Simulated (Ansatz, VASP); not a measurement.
# SnSe2 (1T-SnSe2 4 layers, AA): VASP beside Ansatz, part 2 of 2

Wanted: the spread between two codes on one cell, functional and k mesh. The cell is taken from a series of runs on this material, whose earlier steps may have relaxed, scaled, displaced or heated it; both programs get it as it stands.

VASP 6.6.1 and Ansatz 0.2.0.

So far: The structure; Ansatz: single point, PBE with D3(BJ); VASP: single point, PBE with D3(BJ).

## 3. VASP: single point, PBE with D3(BJ) (continued)

Level of this step: PBE with D3(BJ); plane waves and PAW (Se, Sn_d) (VASP).

Numbers of over 12 decimals in the logs are rounded to 6 here.

OUTCAR, selected parts (step 3):

```text
ion  position               nearest neighbor table
   1  0.667  0.333  0.230-   9 2.73   9 2.73   9 2.73
   2  0.333  0.667  0.311-   9 2.73   9 2.73   9 2.73
   3  0.667  0.333  0.383-  10 2.73  10 2.73  10 2.73
   4  0.333  0.667  0.464-  10 2.73  10 2.73  10 2.73
   5  0.667  0.333  0.536-  11 2.73  11 2.73  11 2.73
   6  0.333  0.667  0.617-  11 2.73  11 2.73  11 2.73
   7  0.667  0.333  0.689-  12 2.73  12 2.73  12 2.73
   8  0.333  0.667  0.770-  12 2.73  12 2.73  12 2.73
   9  0.000  0.000  0.270-   1 2.73   1 2.73   1 2.73   2 2.73   2 2.73   2 2.73
  10  0.000  0.000  0.423-   4 2.73   4 2.73   4 2.73   3 2.73   3 2.73   3 2.73
  11  0.000  0.000  0.577-   5 2.73   5 2.73   5 2.73   6 2.73   6 2.73   6 2.73
  12  0.000  0.000  0.730-   8 2.73   8 2.73   8 2.73   7 2.73   7 2.73   7 2.73

  LATTYP: Found a hexagonal cell.
 ALAT       =     3.8364105267
 C/A-ratio  =    10.2193735966

 Subroutine GETGRP returns: Found 12 space group operations
 (whereof 12 operations were pure point group operations)

The static configuration has the point symmetry D_3d.

 Found     19 irreducible k-points:

   k-points           NKPTS =     19   k-points in BZ     NKDIM =     19   number of bands    NBANDS=     64

   dimension x,y,z NGX =    28 NGY =   28 NGZ =  256
   dimension x,y,z NGXF=    56 NGYF=   56 NGZF=  512

   ENCUT  =  400.0 eV  29.40 Ry    5.42 a.u.   6.26  6.26 63.93*2*pi/ulx,y,z

   NELECT =     104.0000    total number of electrons

 k-points in reciprocal lattice and weights: Automatic mesh
   0.00000000  0.00000000  0.00000000       0.007
   0.08333333  0.00000000  0.00000000       0.042
   0.16666667  0.00000000  0.00000000       0.042
   0.25000000  0.00000000  0.00000000       0.042
   0.33333333  0.00000000  0.00000000       0.042
   0.41666667  0.00000000  0.00000000       0.042
   0.50000000  0.00000000  0.00000000       0.021
   0.08333333  0.08333333  0.00000000       0.042
   0.16666667  0.08333333  0.00000000       0.083
[...]
0.33333333  0.25000000  0.00000000       0.083
   0.33333333  0.33333333  0.00000000       0.014

 dipolmoment           0.000000      0.000000     -0.000000 electrons x Angstroem

 average (electrostatic) potential at core
       1 -57.1668       2 -57.2172       3 -57.2345       4 -57.2307       5 -57.2307
       6 -57.2345       7 -57.2172       8 -57.1668       9-106.5036      10-106.5091
      11-106.5091      12-106.5036

 E-fermi :   0.6786

 k-point     1 :       0.0000    0.0000    0.0000
  band No.  band energies     occupation
    ...
     48       0.0868      2.00000
     49       0.1655      2.00000
     50       0.1655      2.00000
     51       0.2014      2.00000
     52       0.2014      2.00000
     53       1.3762      0.00000
     54       1.8478      0.00000
     55       2.3533      0.00000
     56       2.7333      0.00000
     57       3.2957      0.00000
    ...

 k-point     2 :       0.0833    0.0000    0.0000
  band No.  band energies     occupation
    ...
     48       0.0404      2.00000
     49       0.1401      2.00000
     50       0.2337      2.00000
     51       0.2701      2.00000
     52       0.2790      2.00000
     53       1.9526      0.00000
     54       2.2189      0.00000
     55       2.5163      0.00000
     56       2.7130      0.00000
     57       3.7026      0.00000
    ...

 k-point     3 :       0.1667    0.0000    0.0000
  band No.  band energies     occupation
    ...
     48      -0.0032      2.00000
     49       0.1218      2.00000
     50       0.2483      2.00000
     51       0.3118      2.00000
     52       0.3180      2.00000
     53       2.1884      0.00000
     54       2.3420      0.00000
     55       2.5272      0.00000
     56       2.6749      0.00000
     57       3.9679      0.00000
    ...

 Edisp (eV)   -4.02196

  Total       0.04260     0.04260     0.04744     0.00000     0.00000     0.00000
  in kB       0.13658     0.13658     0.15209     0.00000     0.00000     0.00000
  external pressure =        0.14 kB  Pullay stress =        0.00 kB

  energy-cutoff  :      400.00
  volume of cell :      499.72
      direct lattice vectors                 reciprocal lattice vectors
     3.836410527  0.000000000  0.000000000     0.260660321  0.150492307  0.000000000
    -1.918205263  3.322428975  0.000000000     0.000000000  0.300984613  0.000000000
     0.000000000  0.000000000 39.205712442     0.000000000  0.000000000  0.025506487

 POSITION                                       TOTAL-FORCE (eV/Angst)
 -----------------------------------------------------------------------------------
      1.91821      1.10748      9.00000         0.000000     -0.000000     -0.012704
     -0.00000      2.21495     12.19239         0.000000     -0.000000      0.011384
      1.91821      1.10748     14.99765         0.000000      0.000000     -0.011602
     -0.00000      2.21495     18.18776        -0.000000      0.000000      0.013460
      1.91821      1.10748     21.01796         0.000000      0.000000     -0.013460
     -0.00000      2.21495     24.20806        -0.000000     -0.000000      0.011602
      1.91821      1.10748     27.01333        -0.000000      0.000000     -0.011384
     -0.00000      2.21495     30.20571        -0.000000      0.000000      0.012704
      0.00000      0.00000     10.59566         0.000000      0.000000     -0.002359
      0.00000      0.00000     16.59279         0.000000     -0.000000      0.003303
      0.00000      0.00000     22.61292         0.000000      0.000000     -0.003303
      0.00000      0.00000     28.61006        -0.000000      0.000000      0.002359
 -----------------------------------------------------------------------------------
    total drift:                               -0.000000     -0.000000      0.000000

  FREE ENERGIE OF THE ION-ELECTRON SYSTEM (eV)
  ---------------------------------------------------
  free  energy   TOTEN  =       -51.2990076167 eV

  energy  without entropy=      -51.2990063920  energy(sigma->0) =      -51.29900700

 vacuum level on the upper side and lower side of the slab         6.239         6.239

 total charge
# of ion       s       p       d       tot
------------------------------------------
    1        1.483   2.304   0.025   3.812
    2        1.488   2.299   0.028   3.814
    3        1.488   2.298   0.028   3.814
    4        1.488   2.299   0.028   3.814
    5        1.488   2.299   0.028   3.814
    6        1.488   2.298   0.028   3.814
    7        1.488   2.299   0.028   3.814
    8        1.483   2.304   0.025   3.812
    9        1.063   1.003  10.091  12.157
   10        1.067   1.005  10.091  12.163
   11        1.067   1.005  10.091  12.163
   12        1.063   1.003  10.091  12.157
--------------------------------------------------
tot         16.153  22.415  40.578  79.146

[... 3 further parts left out ...]
```

The gap is read on the k-mesh alone, so it is an upper bound where the band edges lie off the mesh.

## 4. Differences

Known differences besides the potentials themselves: the data sets hold 184 valence electrons in Ansatz (on its PAW soft_1 files) and 104 in VASP; the cutoff is 420 eV in Ansatz and 400 eV in VASP. Total energies have different zeros and are not compared.

The two programs side by side:

```tsv
quantity	Ansatz	VASP	difference
gap on the k mesh (eV)	0.566	0.563	+0.003
```

A gap on the mesh is an upper bound, since the band edges may lie between its points. With vacuum in the cell, a pressure given here is an average over mostly empty space and none of the material.

## 5. Results

```yaml
difference_in_gap_on_the_k_mesh_single_point_pbe_with_d3_bj: 0.0034 eV
```

The difference in gap on the k mesh is 0.0034 eV (single point, PBE with D3(BJ)), within the 0.08 eV picked in this series as the mark of a large difference. The data sets hold unlike numbers of valence electrons (184 in Ansatz and 104 in VASP), so part of the differences comes from the potentials. Such differences can come from data sets, numerical settings and the points named under the comparisons, not from the functional's error against experiment.

[Lines on the potential files, build, host, timing and source positions are cut from VASP's logs without a mark.]

[Logs are printed without paths, hosts, clocks, repeated set-up lines and the standing remarks that a program may print on its own settings, such as how far it seeks lower states.]

[Hosts, paths, dates, database ids (printed as entryN), source tags and the programs' standing remarks are cut or masked in the printed files.]
